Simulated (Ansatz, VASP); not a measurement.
**Cross-check of Ba4Sr3Li4Zr2Si34O81 (glassy 76SiO2-9BaO-7SrO-4Li2O-4ZrO2 (mol %)) between VASP and Ansatz**

Wanted: the spread between two codes on one cell, functional and k mesh. Of the first pair: The structure shown is the start of the Ansatz relaxation below; VASP solves that cell, so the two are compared at the walk's first step.

Program: Ansatz 0.2.0. Level of theory: plane waves, with VASP 6.6.1 beside it; single point at PBE. Results are calculated unless marked as measured.

### 1. Set-up

The cell holds 128 atoms: 34 Si, 4 Ba, 3 Sr, 4 Li, 2 Zr and 81 O. Its edges and angles: a = 12.187 Å, b = 12.187 Å, c = 12.187 Å, α = 90.0°, β = 90.0°, γ = 90.0°. As first built, before any earlier steps moved the atoms (in the runner's words): 128 atoms (34 Si, 4 Ba, 3 Sr, 4 Li, 2 Zr, 81 O) placed at random at 2.87 g/cm^3, melted at 4000 K for 10 ps at fixed volume with the Morse and Coulomb pair potential with partial charges (Pedone, Malavasi, Menziani, Cormack and Segre, J. Phys. Chem. B 110, 11780 (2006)). Quenched from 4000 K to 300 K at 10 K/ps and fixed volume, held 10 ps at zero pressure, then minimised at fixed cell.

### 2. Ansatz: relaxation, PBE

Ansatz runs on its default PAW (the set named soft_2) files.

The two programs are compared at the cell with which this relaxation starts, whose forces are those of its first step.

File input.yaml:

```yaml
crystal:
  lattice:
    - [12.18657, 0.0, 0.0]
    - [0.0, 12.18657, 0.0]
    - [0.0, 0.0, 12.18657]
  atoms:
    - { symbol: Si, position: [0.98219, 0.11381, 0.48636] }
    - { symbol: Si, position: [0.71124, 0.78351, 0.80403] }
    - { symbol: Si, position: [0.05204, 0.89056, 0.15599] }
    - { symbol: Si, position: [0.47842, 0.53103, 0.80288] }
    - { symbol: Si, position: [0.93148, 0.90121, 0.78152] }
    - { symbol: Si, position: [0.50904, 0.49101, 0.56596] }
    - { symbol: Si, position: [0.22442, 0.33926, 0.20141] }
    - { symbol: Si, position: [0.96238, 0.15271, 0.741] }
    - { symbol: Si, position: [0.80312, 0.84828, 0.18117] }
    - { symbol: Si, position: [0.13705, 0.8373, 0.92218] }
    - { symbol: Si, position: [0.12406, 0.76618, 0.37728] }
    - { symbol: Si, position: [0.85779, 0.29348, 0.37239] }
    - { symbol: Si, position: [0.43113, 0.26687, 0.34807] }
    - { symbol: Si, position: [0.19139, 0.41466, 0.96889] }
    - { symbol: Si, position: [0.24327, 0.62364, 0.82552] }
    - { symbol: Si, position: [0.76453, 0.30131, 0.78767] }
    - { symbol: Si, position: [0.41724, 0.01728, 0.27394] }
    - { symbol: Si, position: [0.94316, 0.45903, 0.04645] }
    - { symbol: Si, position: [0.85071, 0.59356, 0.23786] }
    - { symbol: Si, position: [0.20258, 0.0972, 0.1511] }
    - { symbol: Si, position: [0.71494, 0.8564, 0.42043] }
    - { symbol: Si, position: [0.60984, 0.19812, 0.97778] }
    - { symbol: Si, position: [0.30509, 0.03427, 0.92368] }
    - { symbol: Si, position: [0.05001, 0.53026, 0.68066] }
    - { symbol: Si, position: [0.29268, 0.36582, 0.536] }
    - { symbol: Si, position: [0.80149, 0.25601, 0.12479] }
    - { symbol: Si, position: [0.64022, 0.04691, 0.57583] }
    - { symbol: Si, position: [0.94301, 0.86013, 0.52753] }
    - { symbol: Si, position: [0.1619, 0.30269, 0.74969] }
    - { symbol: Si, position: [0.67542, 0.29226, 0.54237] }
[... 92 atom lines left out ...]
    - { symbol: O, position: [0.3385, 0.31596, 0.26437] }
    - { symbol: O, position: [0.87235, 0.35103, 0.07] }
    - { symbol: O, position: [0.71634, 0.88236, 0.09348] }
    - { symbol: O, position: [0.16934, 0.2192, 0.18654] }
    - { symbol: O, position: [0.74041, 0.03729, 0.65116] }
    - { symbol: O, position: [0.21849, 0.53156, 0.91818] }
kpoints:
  mp_grid: { grid: [1, 1, 1] }
hamiltonian:
  xc: pbe
scf:
  occupations: { method: fixed }
output:
  forces: true
relax:
  f_tol: 0.05
  max_steps: 150
  cell: {}
```

Launch:

```sh
$ ansatz run input.yaml --threads 4 --pin off --max-ram 8192MiB --backend cpu --events-out ev --progress --plain --runs-dir out
```

Numbers of over 12 decimals in the logs are rounded to 6 here.

What it wrote:

```text
Engine: ansatz 0.2.0, x86_64-unknown-linux-gnu
Pseudopotentials: kind: paw
Pseudopotential: Si, paw, valence charge 4, recommended cutoff 420 eV (normal), Si.paw.azcp
Pseudopotential: Ba, paw, valence charge 10, recommended cutoff 420 eV (normal), Ba.paw.azcp
Pseudopotential: Sr, paw, valence charge 10, recommended cutoff 420 eV (normal), Sr.paw.azcp
Pseudopotential: Li, paw, valence charge 3, recommended cutoff 420 eV (normal), Li.paw.azcp
Pseudopotential: Zr, paw, valence charge 12, recommended cutoff 420 eV (normal), Zr.paw.azcp
Pseudopotential: O, paw, valence charge 6, recommended cutoff 420 eV (normal), O.paw.azcp
Functional definition: PBE
  parameter kappa = 0.804
  parameter beta = 0.066725
  exchange = pbe_x(kappa = kappa, mu = beta*pi^2/3)
  correlation = pbe_c(beta = beta)
Crystal: 128 atoms, lattice volume = 1809.858 Å³
Basis set: ecut = 420 eV, 35513 PW (Γ), exchange–correlation on 180×180×180 points (8 copies of the dense FFT grid, shifted against one another)
Bands: 492, of which v1, the nominal top of the filled ones, is band 364 counted from 1 (363 counted from 0)
Symmetry: 1 space group operations
Space group: P1 (ITA 1), of the structure as read, at distance tolerance 1.2e-4 Å
k-points: 1
Non-local potential: Si, projectors of the file, l = 0: 2, l = 1: 2, l = 2: 2
Non-local potential: Ba, projectors of the file, l = 0: 3, l = 1: 2, l = 2: 2, l = 3: 2
Non-local potential: Sr, projectors of the file, l = 0: 3, l = 1: 2, l = 2: 2
Non-local potential: Li, projectors of the file, l = 0: 3, l = 1: 2, l = 2: 1
Non-local potential: Zr, projectors of the file, l = 0: 3, l = 1: 2, l = 2: 2, l = 3: 2
Non-local potential: O, projectors of the file, l = 0: 2, l = 1: 2, l = 2: 1
PAW form: soft (Blöchl's): semilocal exchange-correlation on the pseudo side does not see the compensation charge
PAW one-centre angular grid: Si, 110 points (default); XC on 64 Gauss nodes
PAW one-centre angular grid: Ba, 194 points (default); XC on 64 Gauss nodes
PAW one-centre angular grid: Sr, 110 points (default); XC on 64 Gauss nodes
PAW one-centre angular grid: Li, 110 points (default); XC on 64 Gauss nodes
PAW one-centre angular grid: Zr, 590 points (default); XC on 64 Gauss nodes
PAW one-centre angular grid: O, 110 points (default); XC on 64 Gauss nodes
Initial density: superposition of atomic densities (neutral atoms: chi_scale 0, normalization atom), corrected by the library's trained network
Initial wavefunctions: pseudopotential atomic-orbital guess
Functional: x = pbe(κ = 0.804, μ = 0.219515), c = pbe(β = 0.066725)
SCF iter   1: F=—  HF=-111344.808555 eV  |F-HF|=—  |Δ(HF+E_count)|=         —  Δρ=2.44e-3  dr2=2.11e-1  ethr=1.77e-3  ⟨swp⟩=5.0  Hψ=1735  notcnv=0  defer=124
preconditioner: auto → Resta (q_TF=auto, 2.344 Å⁻¹)  ε∞=3.1  [insulator: Δε(μ)=2.842 eV  Ē_g=15.721 eV  n_scr=388 (ndim 8)  ℏωp=22.9 eV  f_vac=0.139  ε∞_Penn≈3.1]
SCF iter   2: F=—  HF=-111344.779562 eV  |F-HF|=—  |Δ(HF+E_count)|=   2.90e-2  Δρ=1.36e-3  dr2=4.85e-2  ethr=2.90e-5  ⟨swp⟩=3.0  Hψ=868  notcnv=0  defer=126
SCF iter   3: F=—  HF=-111344.774472 eV  |F-HF|=—  |Δ(HF+E_count)|=   5.09e-3  Δρ=6.10e-4  dr2=1.48e-2  ethr=6.66e-6  ⟨swp⟩=3.0  Hψ=646  notcnv=0  defer=112
automatic band count: iteration 3 solves 478 bands in place of 492: the levels show a gap, and the empty bands left out lie too high to hold charge; the band table lists the bands solved (type scf.n_extra_bands for more)
SCF iter   4: F=—  HF=-111344.771982 eV  |F-HF|=—  |Δ(HF+E_count)|=   2.49e-3  Δρ=2.37e-4  dr2=1.22e-3  ethr=2.03e-6  ⟨swp⟩=3.0  Hψ=648  notcnv=0  defer=112
SCF iter   5: F=—  HF=-111344.772097 eV  |F-HF|=—  |Δ(HF+E_count)|=   1.15e-4  Δρ=1.33e-4  dr2=2.73e-4  ethr=1.68e-7  ⟨swp⟩=2.0  Hψ=782  notcnv=0  defer=112
SCF iter   6: F=—  HF=-111344.772099 eV  |F-HF|=—  |Δ(HF+E_count)|=   2.01e-6  Δρ=3.88e-5  dr2=2.53e-5  ethr=3.74e-8  ⟨swp⟩=2.0  Hψ=712  notcnv=0  defer=109
SCF iter   7: F=—  HF=-111344.776271 eV  |F-HF|=—  |Δ(HF+E_count)|=   4.17e-3  Δρ=1.61e-5  dr2=4.15e-6  ethr=3.48e-9  ⟨swp⟩=2.0  Hψ=732  notcnv=0  defer=109
SCF iter   8: F=—  HF=-111344.776273 eV  |F-HF|=—  |Δ(HF+E_count)|=   2.13e-6  Δρ=7.48e-6  dr2=9.49e-7  ethr=5.70e-10  ⟨swp⟩=2.0  Hψ=683  notcnv=0  defer=109
SCF iter   9: F=-111344.776273 eV  HF=-111344.776273 eV  |F-HF|=5.45e-8  |Δ(HF+E_count)|=   4.13e-7  Δρ=1.87e-6  dr2=7.40e-8  ethr=1.37e-11  ⟨swp⟩=3.0  Hψ=1553  notcnv=0
SCF 1 converged in 9 iterations: F = -111344.776273 eV  dr2 = 7.40e-8
  greatest PAW one-centre occupation: 1.000 electrons in one spin orbital (limit 2), on the Li atom at site 42 (counted from 0), in its partial waves of l = 0
relax step   1: F+E_penalty+E_count = -111344.77627312 eV  Δ(F+E_penalty+E_count) = +0.000e0 eV  max|allowed force component| = 3.229e0 eV/Å  Δτ_max = 0.0000 Å  P = +5.466 GPa  Ω = 1809.858 Å³  (9 SCF iters, dr2 threshold 1.00e-7 eV, accepted)
[...]
- { symbol: Si, position: [0.615141, 0.189935, 0.995344] }
    - { symbol: Si, position: [0.327625, 0.020917, 0.923175] }
    - { symbol: Si, position: [0.029149, 0.530408, 0.676306] }
    - { symbol: Si, position: [0.288287, 0.368053, 0.520978] }
    - { symbol: Si, position: [0.788420, 0.256409, 0.138844] }
    - { symbol: Si, position: [0.599074, 0.068532, 0.569943] }
    - { symbol: Si, position: [0.934219, 0.879610, 0.514442] }
    - { symbol: Si, position: [0.148411, 0.309584, 0.730939] }
    - { symbol: Si, position: [0.686929, 0.295111, 0.554474] }
    - { symbol: Si, position: [0.535828, 0.677358, 0.399066] }
    - { symbol: Si, position: [0.834325, 0.539693, 0.847795] }
    - { symbol: Si, position: [0.352132, 0.843757, 0.467445] }
    - { symbol: Si, position: [0.447830, 0.698923, 0.172066] }
    - { symbol: Ba, position: [0.502849, 0.434860, 0.030300] }
    - { symbol: Ba, position: [0.796785, 0.605914, 0.527042] }
    - { symbol: Ba, position: [0.508154, 0.851674, 0.723445] }
    - { symbol: Ba, position: [0.273293, 0.081068, 0.577472] }
    - { symbol: Sr, position: [0.217320, 0.648138, 0.148832] }
    - { symbol: Sr, position: [0.499030, 0.210076, 0.763127] }
    - { symbol: Sr, position: [0.661680, 0.112367, 0.298705] }
    - { symbol: Li, position: [0.341129, 0.224258, 0.962242] }
    - { symbol: Li, position: [0.585602, 0.685326, 0.950122] }
    - { symbol: Li, position: [0.649120, 0.429208, 0.326102] }
    - { symbol: Li, position: [0.790126, 0.021715, 0.045139] }
    - { symbol: Zr, position: [0.571971, 0.908362, 0.036931] }
    - { symbol: Zr, position: [0.075403, 0.505732, 0.385263] }
    - { symbol: O, position: [0.265031, 0.358700, 0.049190] }
    - { symbol: O, position: [0.943028, 0.612003, 0.345695] }
    - { symbol: O, position: [0.347119, 0.272348, 0.441599] }
    - { symbol: O, position: [0.022120, 0.794339, 0.456130] }
    - { symbol: O, position: [0.706519, 0.744684, 0.693643] }
    - { symbol: O, position: [0.436512, 0.948600, 0.948025] }
    - { symbol: O, position: [0.405814, 0.938074, 0.387024] }
    - { symbol: O, position: [0.226458, 0.835048, 0.434396] }
    - { symbol: O, position: [0.452241, 0.131063, 0.310067] }
    - { symbol: O, position: [0.533475, 0.665210, 0.269520] }
    - { symbol: O, position: [0.675526, 0.170152, 0.511680] }
    - { symbol: O, position: [0.749118, 0.540427, 0.310539] }
    - { symbol: O, position: [0.252915, 0.305507, 0.639929] }
    - { symbol: O, position: [0.449049, 0.396970, 0.817116] }
    - { symbol: O, position: [0.818096, 0.130419, 0.143891] }
    - { symbol: O, position: [0.716601, 0.293690, 0.682076] }
    - { symbol: O, position: [0.926038, 0.899371, 0.164789] }
    - { symbol: O, position: [0.934905, 0.996766, 0.458652] }
    - { symbol: O, position: [0.057157, 0.384408, 0.030380] }
    - { symbol: O, position: [0.680649, 0.238189, 0.882308] }
    - { symbol: O, position: [0.106285, 0.126956, 0.474754] }
    - { symbol: O, position: [0.776996, 0.356689, 0.475934] }
    - { symbol: O, position: [0.344114, 0.775005, 0.209560] }
    - { symbol: O, position: [0.113062, 0.602638, 0.743680] }
[...]
- { symbol: O, position: [0.635222, 0.973010, 0.470245] }
    - { symbol: O, position: [0.547675, 0.313671, 0.328254] }
    - { symbol: O, position: [0.359881, 0.317302, 0.229172] }
    - { symbol: O, position: [0.853800, 0.339955, 0.058206] }
    - { symbol: O, position: [0.732372, 0.884640, 0.093109] }
    - { symbol: O, position: [0.178564, 0.217417, 0.190645] }
    - { symbol: O, position: [0.627337, 0.027718, 0.688199] }
    - { symbol: O, position: [0.185797, 0.531184, 0.939349] }
```

### 3. VASP: single point, PBE, start cell, pair 1

The same cell, functional and mesh now go to VASP, with its own data sets.

Lines of VASP's logs that name or quote its potential files are left out, and so is its time.

File INCAR:

```
SYSTEM = Ba4Sr3Li4Zr2Si34O81
PREC = Accurate
ENCUT = 650
EDIFF = 1E-06
NELM = 120
ISMEAR = 0
SIGMA = 0.01
LREAL = Auto
ALGO = Normal
GGA = PE
NBANDS = 464
LASPH = .TRUE.
LORBIT = 11
LWAVE = .FALSE.
LCHARG = .FALSE.
ISIF = 2
GGA_COMPAT = .FALSE.
EFERMI = MIDGAP
NCORE = 4
```

File POSCAR:

```
Ba4Sr3Li4Zr2Si34O81
1.0
   12.1865700000      0.0000000000      0.0000000000
    0.0000000000     12.1865700000      0.0000000000
    0.0000000000      0.0000000000     12.1865700000
Si Ba Sr Li Zr O
34 4 3 4 2 81
Direct
    0.9821877690      0.1138138131      0.4863632671
    0.7112419655      0.7835100443      0.8040326359
    0.0520408942      0.8905623157      0.1559913905
    0.4784200969      0.5310271881      0.8028838303
    0.9314762070      0.9012133849      0.7815160459
    0.5090439722      0.4910077241      0.5659590845
    0.2244191762      0.3392587086      0.2014102409
    0.9623790780      0.1527090888      0.7409960309
    0.8031217972      0.8482780635      0.1811666449
    0.1370525094      0.8372987641      0.9221790873
    0.1240628003      0.7661794910      0.3772759685
    0.8577885328      0.2934788049      0.3723935447
    0.4311303345      0.2668675435      0.3480716888
    0.1913910149      0.4146613854      0.9688862412
    0.2432677940      0.6236373319      0.8255235066
    0.7645301344      0.3013070946      0.7876703617
    0.4172379923      0.0172813187      0.2739409038
    0.9431612012      0.4590298993      0.0464527755
    0.8507069668      0.5935632422      0.2378602018
    0.2025836638      0.0971971605      0.1511007609
    0.7149427608      0.8564017603      0.4204300308
    0.6098434588      0.1981197334      0.9777812789
    0.3050899474      0.0342672302      0.9236807404
    0.0500140729      0.5302640530      0.6806591190
    0.2926828468      0.3658207354      0.5359998753
    0.8014888521      0.2560113305      0.1247931124
    0.6402211615      0.0469122977      0.5758306070
    0.9430134976      0.8601271728      0.5275315368
    0.1618995337      0.3026938671      0.7496941305
    0.6754238477      0.2922561475      0.5423675407
[... 92 atom lines left out ...]
    0.3385037792      0.3159625719      0.2643729942
    0.8723537468      0.3510339661      0.0700032905
    0.7163377390      0.8823565614      0.0934799538
    0.1693421529      0.2192003164      0.1865414140
    0.7404134223      0.0372869478      0.6511594321
    0.2184864158      0.5315605622      0.9181828849
```

File KPOINTS:

```
Automatic mesh
0
Gamma
1 1 1
0 0 0
```

Potentials, in the order of the species: Si, Ba_sv, Sr_sv, Li_sv, Zr_sv and O (PBE family, release 64).

Launch:

```sh
$ mpirun -np 16 vasp_gam
```

What it wrote:

```text
[banner, memory and clock lines left out]
running   16 mpi-ranks, on    1 nodes
[...]
LDA part: xc-table for (Slater+PW92), standard interpolation
 POSCAR, INCAR and KPOINTS ok, starting setup
[...]
entering main loop
       N       E                     dE             d eps       ncg     rms          rms(c)
DAV:   1     0.813139493009E+04    0.81314E+04   -0.48177E+05   928   0.186E+03
DAV:   2    -0.347778659575E+03   -0.84792E+04   -0.81734E+04  1136   0.427E+02
DAV:   3    -0.109265470524E+04   -0.74488E+03   -0.73982E+03  1112   0.134E+02
DAV:   4    -0.112040906356E+04   -0.27754E+02   -0.27649E+02  1232   0.237E+01
[...]
DAV:  18    -0.972840143304E+03    0.33886E-05   -0.12333E-05  1072   0.586E-03    0.175E-02
DAV:  19    -0.972840143386E+03   -0.82327E-07   -0.21496E-05  1048   0.894E-03    0.599E-03
DAV:  20    -0.972840143461E+03   -0.74964E-07   -0.51570E-06  1008   0.443E-03
   1 F= -.97284014E+03 E0= -.97284014E+03  d E =0.000000E+00
```

Parts of OUTCAR (step 3):

```text
  Total       62.9903520     64.6162241     56.4238677     13.5361450      0.5271290     21.2251208
  in kB       55.7622328     57.2015367     49.9492501     11.9828774      0.4666411     18.7895462
  external PRESSURE =      54.3043399 kB  Pullay stress =       0.0000000 kB

 POSITION                                       TOTAL-FORCE (eV/Angst)
 -----------------------------------------------------------------------------------
     11.96950      1.38700      5.92710         0.242033      0.040870      1.449918
      8.66760      9.54830      9.79840         0.313581     -0.518540     -1.022626
      0.63420     10.85290      1.90100         0.603646     -0.528019     -0.074401
      5.83030      6.47140      9.78440        -0.732454     -1.160407     -0.744916
     11.35150     10.98270      9.52400         0.316293      0.057727     -1.081336
[...]
4.51120      7.51250      9.68720         0.089409      1.549785     -0.607399
      9.24620     10.94430      3.64940        -0.148348      0.975295     -0.004468
      4.65540      5.63190      6.80910        -0.774066      0.459698      0.128931
      7.01870      4.58690      6.83350        -0.266186      0.054658     -0.412279
      0.31510     10.28840     10.42050        -0.587983     -0.310983     -0.273986
     10.03300     10.01320      5.91280        -0.036865     -1.694241      0.585097
      1.24180     10.00490      0.61350        -0.084178     -0.748499      0.501124
     11.60580      1.91910      7.43270        -0.780072      0.277027      0.458623
[...]
-----------------------------------------------------------------------------------
    total drift:                                0.004237      0.023503     -0.044078

  FREE ENERGIE OF THE ION-ELECTRON SYSTEM (eV)
  ---------------------------------------------------
  free  energy   TOTEN  =      -972.8401434610 eV

  energy  without entropy=     -972.8401434610  energy(sigma->0) =     -972.84014346

[... 3 further parts left out ...]
[key lines of the parts left out:]
E-fermi :   4.7118
```

Harder data sets than Ba_sv exist (the GW ones), and pressures, volumes and forces can shift noticeably with them.

### 4. Comparison

Known differences besides the potentials themselves: fixed occupations in Ansatz, narrow Gaussian smearing in VASP; the cutoff is 420 eV in Ansatz and 650 eV in VASP (PREC = Accurate, projectors in real space). Total energies have different zeros and are not compared.

Forces on 10 of the 128 atoms, those with the largest forces and the largest differences (eV/Å; atoms numbered as in POSCAR):

```
atom          Ansatz x, y, z            VASP x, y, z
Si27     1.449, 0.906, 1.299     1.393, 0.907, 1.164
Si29   -1.902, 2.692, -1.132   -1.863, 2.676, -1.130
 O61  -0.901, -2.588, -0.031  -0.946, -2.645, -0.033
 O81    -3.229, 0.001, 0.817    -3.267, 0.001, 0.822
 O88   -2.205, 1.119, -1.331   -2.263, 1.147, -1.366
 O94    -0.038, 1.055, 2.055    -0.089, 0.971, 1.959
 O95     1.638, 1.337, 2.419     1.687, 1.377, 2.448
 O96     2.520, 2.304, 0.001    2.555, 2.342, -0.001
O115    2.518, 1.155, -1.887    2.530, 1.155, -1.895
O127    1.631, -0.235, 1.075    1.753, -0.245, 1.161
```

The forces differ by 31 meV/Å r.m.s., which is 3.2 % of the r.m.s. force of 0.948 eV/Å (both taken over all components).

### 5. Ansatz: relaxation, PBE

This run makes the geometry at which the two programs are then compared. The cell compared in this pair holds 1851.87 Å³, against 1809.86 Å³ for the pair before.

The structure compared here is the end of the Ansatz relaxation.

input.yaml is that of step 2.

Launch:

```sh
$ ansatz run input.yaml --threads 4 --pin off --max-ram 8192MiB --backend cpu --events-out ev --progress --plain --runs-dir out
```

What it wrote:

```text
[...]
Crystal: 128 atoms, lattice volume = 1809.858 Å³
Basis set: ecut = 420 eV, 35513 PW (Γ), exchange–correlation on 180×180×180 points (8 copies of the dense FFT grid, shifted against one another)
Bands: 492, of which v1, the nominal top of the filled ones, is band 364 counted from 1 (363 counted from 0)
Symmetry: 1 space group operations
[...]
k-points: 1
[...]
- { symbol: O, position: [0.943028, 0.612003, 0.345695] }
    - { symbol: O, position: [0.347119, 0.272348, 0.441599] }
    - { symbol: O, position: [0.022120, 0.794339, 0.456130] }
    - { symbol: O, position: [0.706519, 0.744684, 0.693643] }
    - { symbol: O, position: [0.436512, 0.948600, 0.948025] }
    - { symbol: O, position: [0.405814, 0.938074, 0.387024] }
    - { symbol: O, position: [0.226458, 0.835048, 0.434396] }
[...]
- { symbol: O, position: [0.732372, 0.884640, 0.093109] }
    - { symbol: O, position: [0.178564, 0.217417, 0.190645] }
    - { symbol: O, position: [0.627337, 0.027718, 0.688199] }
    - { symbol: O, position: [0.185797, 0.531184, 0.939349] }
```

(Continued in part 2 of 2.)

[Lines on the potential files, build, host, timing and source positions are cut from VASP's logs without a mark.]

[Logs are printed without paths, hosts, clocks, repeated set-up lines and the standing remarks that a program may print on its own settings, such as how far it seeks lower states.]

[Hosts, paths, dates, database ids (printed as entryN), source tags and the programs' standing remarks are cut or masked in the printed files.]
